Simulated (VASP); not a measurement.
Input:

```xyz
2
Lattice="0.0000 3.4132 3.4132 3.4132 0.0000 3.4132 3.4132 3.4132 0.0000" Properties=species:S:1:pos:R:3 pbc="T T T"
K      0.0000     0.0000     0.0000
I      3.4132     3.4132     3.4132
```

All values below come from LDA (Ceperley-Alder, Perdew-Zunger), VASP's LDA PAW potentials (set 64) (plane waves; VASP 6.6.1). Settings: 400 eV cut-off, 7×7×7 Γ-centred mesh, Gaussian smearing of 0.010 eV, potentials K_sv I.

Give the electronic dielectric tensor ε∞ (DFPT, local fields included).

```
3.12  0.00  0.00
0.00  3.12  0.00
0.00  0.00  3.12
```

Give the Born effective charges.

```csv
atom,Z*xx,Z*yy,Z*zz,mean
K1,1.11,1.11,1.11,1.11
I2,-1.11,-1.11,-1.11,-1.11
```

And the static tensor with the ions free?

```
5.04  0.00  0.00
0.00  5.04  0.00
0.00  0.00  5.04
```

Which frequencies do the optical Γ-point modes have (no LO-TO splitting)?

115 (×3) cm⁻¹.

The compound is KI in the rock salt structure. It was relaxed first, which changed the volume by -10 %.
